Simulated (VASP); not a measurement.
Level of theory: r2SCAN meta-GGA, VASP's PBE PAW potentials (set 64) (plane waves; VASP).

A VASP calculation is set up with these files.

INCAR:
```
# general
SYSTEM  = AlN
PREC    = Accurate
ENCUT   = 530   # plane-wave cut-off (eV)
LREAL   = .False.   # projection in real space or not
LASPH   = .True.

# electronic loop
EDIFF   = 1E-6
NELM    = 100
ALGO    = Normal
LMIXTAU = .True.

# smearing
ISMEAR  = 0   # Gaussian
SIGMA   = 0.05   # width (eV)

# functional
METAGGA = R2SCAN

# ions
IBRION  = 2   # conjugate gradients
NSW     = 60
ISIF    = 3   # ions, shape and volume
EDIFFG  = -0.01

# output
LWAVE   = .False.
LCHARG  = .False.
```

File POSCAR:
```
AlN
1
    0.0000000000     2.1900000000     2.1900000000
    2.1900000000     0.0000000000     2.1900000000
    2.1900000000     2.1900000000     0.0000000000
Al N
1 1
Direct
  0.0000000000   0.0000000000   0.0000000000
  0.7500000000   0.7500000000   0.7500000000
```

### KPOINTS
```
Automatic mesh
0
Gamma
  9 9 9
```

POTCAR, in this order: Al N (PBE.64 set). Program: vasp_std.

Output of the run:

OSZICAR:
```
       N       E                     dE             d eps       ncg     rms          rms(c)
DAV:   1     0.659210466576E+01    0.65921E+01   -0.43321E+03   584   0.880E+02
DAV:   2    -0.228459020034E+02   -0.29438E+02   -0.28550E+02   712   0.155E+02
DAV:   3    -0.235040582535E+02   -0.65816E+00   -0.65816E+00   656   0.296E+01
DAV:   4    -0.235065584216E+02   -0.25002E-02   -0.25002E-02   840   0.170E+00
DAV:   5    -0.235065628720E+02   -0.44504E-05   -0.44504E-05   664   0.547E-02    0.883E+00
DAV:   6    -0.188438462546E+02    0.46627E+01   -0.89642E+00   592   0.206E+01    0.395E+00
DAV:   7    -0.193032557660E+02   -0.45941E+00   -0.11462E+00   728   0.805E+00    0.221E+00
DAV:   8    -0.187600131912E+02    0.54324E+00   -0.85538E-01   560   0.701E+00    0.159E+00
DAV:   9    -0.191603060115E+02   -0.40029E+00   -0.22345E-01   560   0.487E+00    0.660E-01
DAV:  10    -0.191653101065E+02   -0.50041E-02   -0.34021E-02   608   0.144E+00    0.365E-01
DAV:  11    -0.191633525830E+02    0.19575E-02   -0.55879E-04   616   0.310E-01    0.329E-01
DAV:  12    -0.191694785977E+02   -0.61260E-02   -0.14848E-03   576   0.292E-01    0.196E-01
DAV:  13    -0.191789940174E+02   -0.95154E-02   -0.48731E-03   560   0.656E-01    0.560E-02
DAV:  14    -0.191790506860E+02   -0.56669E-04   -0.56010E-05   800   0.852E-02    0.623E-02
DAV:  15    -0.191789998700E+02    0.50816E-04   -0.21562E-04   656   0.954E-02    0.365E-02
DAV:  16    -0.191788735063E+02    0.12636E-03   -0.11832E-04   576   0.983E-02    0.724E-03
DAV:  17    -0.191788814099E+02   -0.79036E-05   -0.45575E-06   696   0.230E-02    0.614E-03
DAV:  18    -0.191788853293E+02   -0.39195E-05   -0.17745E-06   576   0.142E-02    0.601E-03
DAV:  19    -0.191788894374E+02   -0.41081E-05   -0.35181E-06   568   0.162E-02    0.237E-03
DAV:  20    -0.191788851734E+02    0.42641E-05   -0.67646E-07   304   0.776E-03    0.189E-03
DAV:  21    -0.191788858203E+02   -0.64694E-06   -0.14973E-07   296   0.338E-03
   1 F= -.19178886E+02 E0= -.19178886E+02  d E =-.191789E+02
       N       E                     dE             d eps       ncg     rms          rms(c)
DAV:   1    -0.191850315983E+02   -0.61464E-02   -0.16574E-01   560   0.384E+00    0.540E-01
DAV:   2    -0.191785657052E+02    0.64659E-02   -0.35688E-02   584   0.135E+00    0.174E-01
DAV:   3    -0.191788649691E+02   -0.29926E-03   -0.11357E-03   576   0.391E-01    0.521E-02
DAV:   4    -0.191787264010E+02    0.13857E-03   -0.91460E-05   616   0.135E-01    0.204E-02
DAV:   5    -0.191788375708E+02   -0.11117E-03   -0.95273E-05   560   0.151E-01    0.112E-02
DAV:   6    -0.191787875931E+02    0.49978E-04   -0.43280E-05   560   0.106E-01    0.797E-03
DAV:   7    -0.191788238726E+02   -0.36279E-04   -0.11441E-05   600   0.418E-02    0.441E-03
DAV:   8    -0.191788143092E+02    0.95634E-05   -0.12545E-06   560   0.155E-02    0.484E-04
DAV:   9    -0.191788166993E+02   -0.23901E-05   -0.84507E-08   288   0.339E-03    0.257E-04
DAV:  10    -0.191788162237E+02    0.47560E-06   -0.20812E-08   280   0.139E-03
   2 F= -.19178816E+02 E0= -.19178816E+02  d E =0.695966E-04
       N       E                     dE             d eps       ncg     rms          rms(c)
DAV:   1    -0.191814072192E+02   -0.25905E-02   -0.43418E-02   560   0.195E+00    0.277E-01
DAV:   2    -0.191797568304E+02    0.16504E-02   -0.95360E-03   584   0.695E-01    0.876E-02
DAV:   3    -0.191798213226E+02   -0.64492E-04   -0.29593E-04   576   0.200E-01    0.267E-02
DAV:   4    -0.191798839739E+02   -0.62651E-04   -0.24781E-05   616   0.703E-02    0.102E-02
DAV:   5    -0.191798153914E+02    0.68583E-04   -0.24504E-05   560   0.768E-02    0.552E-03
DAV:   6    -0.191798803246E+02   -0.64933E-04   -0.10951E-05   560   0.530E-02    0.403E-03
DAV:   7    -0.191798646055E+02    0.15719E-04   -0.31312E-06   584   0.220E-02    0.217E-03
DAV:   8    -0.191798707730E+02   -0.61675E-05   -0.32370E-07   280   0.813E-03    0.296E-04
DAV:   9    -0.191798696582E+02    0.11148E-05   -0.37008E-08   280   0.208E-03    0.126E-04
DAV:  10    -0.191798697052E+02   -0.46996E-07   -0.39365E-09   280   0.680E-04
   3 F= -.19179870E+02 E0= -.19179870E+02  d E =-.983885E-03
```

**OUTCAR**
```
------------------------ aborting loop because EDIFF is reached ----------------------------------------
  FORCE on cell =-STRESS in cart. coord.  units (eV):
  Direction    XX          YY          ZZ          XY          YZ          ZX
  --------------------------------------------------------------------------------------
  Total       -0.0082717     -0.0082717     -0.0082717      0.0000000      0.0000000     -0.0000000
  in kB       -0.6361537     -0.6361537     -0.6361537      0.0000000      0.0000000     -0.0000000
  external PRESSURE =      -0.6361537 kB  Pullay stress =       0.0000000 kB
  volume of cell :       20.83
      direct lattice vectors                 reciprocal lattice vectors
     0.000000000  2.183922880  2.183922880    -0.228945813  0.228945813  0.228945813
     2.183922880  0.000000000  2.183922880     0.228945813 -0.228945813  0.228945813
     2.183922880  2.183922880 -0.000000000     0.228945813  0.228945813 -0.228945813
  FREE ENERGIE OF THE ION-ELECTRON SYSTEM (eV)
  ---------------------------------------------------
  free  energy   TOTEN  =       -19.1798697052 eV

  energy  without entropy=      -19.1798697052  energy(sigma->0) =      -19.17986971

 reached required accuracy - stopping structural energy minimisation
```
(Selected blocks of OUTCAR.)

### CONTCAR
```
AlN
   1.00000000000000
     0.0000000000000000    2.1839228797665919    2.1839228797665919
     2.1839228797665919    0.0000000000000000    2.1839228797665919
     2.1839228797665919    2.1839228797665919   -0.0000000000000000
  Al              N
     1     1
Direct
     0.0000000000000000    0.0000000000000000    0.0000000000000000
     0.7500000000000000    0.7500000000000000    0.7500000000000000
```

The compound is AlN in the zinc blende structure, a metastable form; wurtzite is the usual one. This run relaxes it. Symmetry was kept, so distortions that lower it aren't found.
